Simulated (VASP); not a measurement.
Here is a VASP 6.6.1 calculation.

POSCAR

```
ZnO                                     
1.0
    3.2865005524      0.0000000000     -0.0000000000
   -1.6432502762      2.8461929652      0.0000000000
    0.0000000000      0.0000000000      5.3003902123
  Zn              O             
     2     2
Direct
     0.3333333300000021    0.6666666699999979    0.4998270303824426
     0.6666666699999979    0.3333333300000021    0.9998270303824427
     0.6666666699999979    0.3333333300000021    0.3791829696175583
     0.3333333300000021    0.6666666699999979    0.8791829696175583
```

Contents of INCAR.step1:

```
SYSTEM = ZnO
ALGO     = Normal         ! electronic algorithm
EDIFF    = 1E-5           ! SCF threshold, eV
ENCUT    = 520            ! plane-wave cutoff, eV
GGA      = PE             ! functional
ISIF     = 2              ! what is computed and relaxed
ISMEAR   = 0              ! smearing method
KPAR     = 4            
LASPH    = .TRUE.         ! aspherical terms in the spheres
LCHARG   = .FALSE.        ! write CHGCAR
LREAL    = .FALSE.        ! projectors in reciprocal space
LWAVE    = .TRUE.         ! write WAVECAR
NBANDS   = 26             ! bands
NELM     = 80             ! most SCF steps
PREC     = Accurate       ! precision mode
SIGMA    = 0.03           ! smearing width, eV
```

File INCAR.step2:

```
SYSTEM = ZnO
ALGO     = Normal         ! electronic algorithm
EDIFF    = 1E-6           ! SCF threshold, eV
ENCUT    = 520            ! plane-wave cutoff, eV
GGA      = PE             ! functional
HFSCREEN = 0.2            ! screening, 1/A
ISIF     = 2              ! what is computed and relaxed
ISMEAR   = 0              ! smearing method
ISTART   = 1            
KPAR     = 4            
LASPH    = .TRUE.         ! aspherical terms in the spheres
LCHARG   = .FALSE.        ! write CHGCAR
LHFCALC  = .TRUE.         ! exact exchange
LREAL    = .FALSE.        ! projectors in reciprocal space
LWAVE    = .FALSE.        ! write WAVECAR
NBANDS   = 26             ! bands
NELM     = 80             ! most SCF steps
PREC     = Accurate       ! precision mode
PRECFOCK = Fast         
SIGMA    = 0.03           ! smearing width, eV
```

The input KPOINTS:

```
k-points
0
G
  6 6 3
  0 0 0
```

File KPOINTS_OPT:

```
explicit points
6
Reciprocal
 0.0000000000  0.0000000000  0.0000000000 1
 0.0000000000  0.0000000000  0.5000000000 1
 0.3333333333  0.3333333333  0.5000000000 1
 0.3333333333  0.3333333333  0.0000000000 1
 0.5000000000  0.0000000000  0.5000000000 1
 0.5000000000  0.0000000000  0.0000000000 1
```

Potentials or basis: VASP PAW PBE potentials, release 64 (Zn, O).

The run is started by

```console
$ cat potpaw_PBE.64/Zn/POTCAR potpaw_PBE.64/O/POTCAR > POTCAR
$ cp INCAR.step1 INCAR
$ mpirun -np 4 vasp_std > vasp.out
$ cp INCAR.step2 INCAR
$ mpirun -np 4 vasp_std > vasp.out
```

Q: Estimate the pressure.

A: -4.0 GPa.

Q: What does it give for the largest force?

A: 0.008 eV/Å.

Q: What does it give for the band gap on the k mesh?

A: 2.40 eV, direct.

Forces on the atoms (eV/Å):
```
Zn   0.000  0.000 -0.008
Zn   0.000  0.000 -0.008
O    0.000  0.000  0.008
O    0.000  0.000  0.008
```

Caveat: the PAW data sets were made with another functional, which shifts forces and pressure a little.

**Measured values to compare with.**

From “Electronic structure of alkaline earth and post-transition metal oxides”, 2009, arxiv:0908.1581, for a bulk crystal of ZnO: band gap 3.37 eV.

Measured gap of ZnO: 3.37 eV (quoted in “Electronic structure of alkaline earth and post-transition metal oxides”, 2009, arxiv:0908.1581). This calculation gives 2.40 eV (-0.97 eV). The value is that of HSE06, without temperature or zero-point motion.
